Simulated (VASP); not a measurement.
Crystal: NaLaMnMoO6.

```
Na La Mn Mo O
1.0
     4.72242   -2.73688    0.00204
     4.72242    2.73688    0.00204
    -3.17796    0.00000    4.47000
Na La Mn Mo O
1 1 1 1 6
Direct
  0.25021 0.25021 0.74459
  0.75117 0.75117 0.25707
  0.49918 0.49918 0.49917
  0.00110 0.00110 0.00114
  0.28503 0.78106 0.28520
  0.78106 0.28503 0.28520
  0.25187 0.25187 0.18775
  0.74777 0.74777 0.81124
  0.21883 0.71407 0.71525
  0.71407 0.21883 0.71525
```

The cell was built by a generator and needn't be a form met in nature.

```yaml
Program: VASP 6.6.1
Task: relaxation of cell and atoms
Functional: PBEsol
Potentials_or_basis: VASP PAW PBE potentials, release 64 (Na_pv, La, Mn_pv, Mo_sv, O)
Cutoff: 600 eV
k_mesh: 6 × 6 × 6
Occupations: fermi-dirac, width 0.05 eV
Spin: collinear spin, ferromagnetic start
Starting_moments: "[0.0, 0.0, 4.0, 1.0, 0.0, 0.0, 0.0, 0.0, 0.0, 0.0] μB"
```

At the start: pressure -6.2 GPa; volume 11.56 Å³/atom.

Where does the relaxation end?

Over 14 steps the energy falls by 9.0 meV/atom and the volume is 11.10 Å³/atom (-3.9 %); space group Cm (No. 8, to 0.05 Å); moment 1.52 μB per cell.

The path:
```
step  energy change (eV)  largest force (eV/Å)  pressure (GPa)  volume (Å³)
   1              0.0000                0.2028           -6.17       115.58
   2             -0.0055                0.6875            6.29       108.30
   3             -0.0787                0.2736           -0.36       111.77
   4             -0.0880                0.0701            0.17       111.04
   5             -0.0880                0.0698            0.16       111.04
   6             -0.0887                0.0549           -0.16       111.17
   7             -0.0888                0.0520           -0.38       111.27
   8             -0.0892                0.0393           -0.28       111.21
   9             -0.0897                0.0369           -0.01       111.04
  10             -0.0898                0.0353            0.01       111.02
  11             -0.0900                0.0432            0.10       110.96
  12             -0.0901                0.0277            0.05       110.99
  13             -0.0902                0.0209           -0.06       111.05
  14             -0.0903                0.0135           -0.01       111.03
```

Final structure:
```yaml
crystal:
  lattice:
    - [4.66097, -2.69785, 0.00544]
    - [4.66097, 2.69785, 0.00544]
    - [-3.13337, 0.00000, 4.41126]
  atoms:
    - { symbol: Na, position: [0.24984, 0.24984, 0.74447] }
    - { symbol: La, position: [0.75153, 0.75153, 0.25620] }
    - { symbol: Mn, position: [0.49920, 0.49920, 0.49922] }
    - { symbol: Mo, position: [0.00099, 0.00099, 0.00104] }
    - { symbol: O, position: [0.28369, 0.77901, 0.28533] }
    - { symbol: O, position: [0.77901, 0.28369, 0.28533] }
    - { symbol: O, position: [0.25259, 0.25259, 0.19028] }
    - { symbol: O, position: [0.74705, 0.74705, 0.80683] }
    - { symbol: O, position: [0.22214, 0.71424, 0.71658] }
    - { symbol: O, position: [0.71424, 0.22214, 0.71658] }
```

Caveat: the PAW data sets were made with another functional, which shifts forces and pressure a little; a cell with one magnetic atom can't hold antiferromagnetic order, which such compounds often take.
